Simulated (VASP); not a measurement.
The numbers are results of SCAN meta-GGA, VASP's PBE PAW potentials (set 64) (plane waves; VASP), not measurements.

VASP input:

**INCAR**
```
SYSTEM = InSb
PREC = Accurate; ENCUT = 520; LREAL = .False.
LASPH = .True.
EDIFF = 1E-6; NELM = 100; ALGO = Normal
LMAXMIX = 4; LMIXTAU = .True.
ISMEAR = 0; SIGMA = 0.05
METAGGA = SCAN
IBRION = 2; NSW = 60; ISIF = 3
EDIFFG = -0.01
LWAVE = .False.; LCHARG = .False.
```

### KPOINTS
```
Automatic mesh
0
Gamma
6 6 6
0 0 0
```

POSCAR:
```
InSb
1.0
  0.0000000000   3.2400000000   3.2400000000
  3.2400000000   0.0000000000   3.2400000000
  3.2400000000   3.2400000000   0.0000000000
In Sb
1 1
Cart
  0.0000000000   0.0000000000   0.0000000000
  1.6200000000   1.6200000000   1.6200000000
```

POTCAR, in this order: In_d Sb (PBE.64 set). Program: vasp_std.

Energy and stress use the plane-wave basis of the starting cell. Unless said otherwise, spin-orbit coupling is left out, though it shifts the bands of the heavy elements here.

Problem. What does the run give for the energy per atom (σ→0), volume per atom, band gap (on the k-mesh)?

Solution. 
- energy per atom (σ→0) = -35.459 eV/atom
- band gap (on the k-mesh) = none (metal, semimetal or under 0.01 eV)
- volume per atom = 34.74 Å³/atom

**OSZICAR**
```
...
DAV:   6    -0.709173177330E+02   -0.37736E-04   -0.52582E-05   416   0.958E-02    0.155E-02
DAV:   7    -0.709173713751E+02   -0.53642E-04   -0.16964E-04   416   0.167E-01    0.854E-03
DAV:   8    -0.709173493198E+02    0.22055E-04   -0.24432E-05   416   0.528E-02    0.354E-03
DAV:   9    -0.709173478337E+02    0.14860E-05   -0.54727E-06   416   0.317E-02    0.349E-03
DAV:  10    -0.709173267952E+02    0.21039E-04   -0.13280E-06   243   0.110E-02    0.432E-03
DAV:  11    -0.709173423012E+02   -0.15506E-04   -0.24793E-06   416   0.218E-02    0.203E-03
DAV:  12    -0.709173415251E+02    0.77601E-06   -0.11524E-07   208   0.442E-03
   4 F= -.70917342E+02 E0= -.70917163E+02  d E =-.534967E-02
```

The compound is InSb in the zinc blende structure. This run relaxes it. Symmetry was kept, so distortions that lower it aren't found.
